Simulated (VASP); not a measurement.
VASP runs on SnS (space group Pnma) share one base input (LDA (Ceperley-Alder, Perdew-Zunger), plane waves, VASP's LDA PAW potentials (set 64)) and change the settings named in each case.

POSCAR:
```
SnS
1
   11.5708750000     0.0000000000     0.0000000000
    0.0000000000     4.0189830000     0.0000000000
    0.0000000000     0.0000000000     4.6039750000
Sn S
4 4
Direct
  0.6216300000   0.2500000000   0.3695400000
  0.3783700000   0.7500000000   0.6304600000
  0.8783700000   0.7500000000   0.8695400000
  0.1216300000   0.2500000000   0.1304600000
  0.3475000000   0.2500000000   0.0106000000
  0.6525000000   0.7500000000   0.9894000000
  0.1525000000   0.7500000000   0.5106000000
  0.8475000000   0.2500000000   0.4894000000
```

INCAR:
```
SYSTEM = SnS
PREC = Accurate
ENCUT = 300
EDIFF = 1E-6
NELM = 100
ALGO = Normal
LREAL = .FALSE.
LASPH = .TRUE.
ISMEAR = -1
SIGMA = 0.05
LMAXMIX = 4
LWAVE = .FALSE.
LCHARG = .FALSE.
ISIF = 2
```

**KPOINTS**
```
Automatic mesh
0
Gamma
2 4 4
0 0 0
```

POTCAR, in this order: Sn_d S (LDA.64 set). Program: vasp_std.

```tsv
change	E(σ→0) (eV/atom)	pressure (GPa)	−TS (eV)
base run	-4.9965	-5.44	0.0000
EDIFF = 1E-09, ENCUT = 420, KPOINTS 3×6×6 Γ-centred mesh	-4.9966	(withheld)	0.0000
EDIFF = 1E-03, ENCUT = 210, GGA = PS, KPOINTS 4×4×4 Γ-centred mesh, POTCAR Sn_d S (PBE.64 set)	-4.7335	-10.82	0.0000
ENCUT = 240, SIGMA = 0.136, KPOINTS 2×2×2 Γ-centred mesh shifted by (0.5, 0.5, 0.5)	-4.9935	-6.45	-0.0019
ENCUT = 150, KPOINTS 4×4×4 Γ-centred mesh	-3.0573	-138.35	0.0000
ENCUT = 150, SIGMA = 0.136, KPOINTS 8×8×8 Γ-centred mesh shifted by (0.5, 0.5, 0.5)	-3.0494	-138.43	-0.0070
ENCUT = 180, SIGMA = 0.272, KPOINTS 1×1×1 Γ-centred mesh shifted by (0.5, 0.5, 0.5)	-6.5487	-47.78	-0.0181
```

**Question.** What belongs in the gaps?

**Answer.** 
- EDIFF = 1E-09, ENCUT = 420, KPOINTS 3×6×6 Γ-centred mesh, pressure (GPa): -5.11

Energies of different potentials or functionals have different zeros.  Unless said otherwise, spin-orbit coupling is left out, though it shifts the bands of the heavy elements here. At 300 eV the pressure can carry a Pulay error.

Left out are runs that ran out of time, are held back, or changed the cell or the kind of run, fixed moments of cells without a moment, rows past the twelfth, gaps on odd meshes, pressures of charged cells and columns that move by less than the noise.

The structure comes from a computed database's SnS entry; how it stands against other phases isn't given here. The cell was not relaxed at this level, its lattice was scaled by up to 2.5 %.
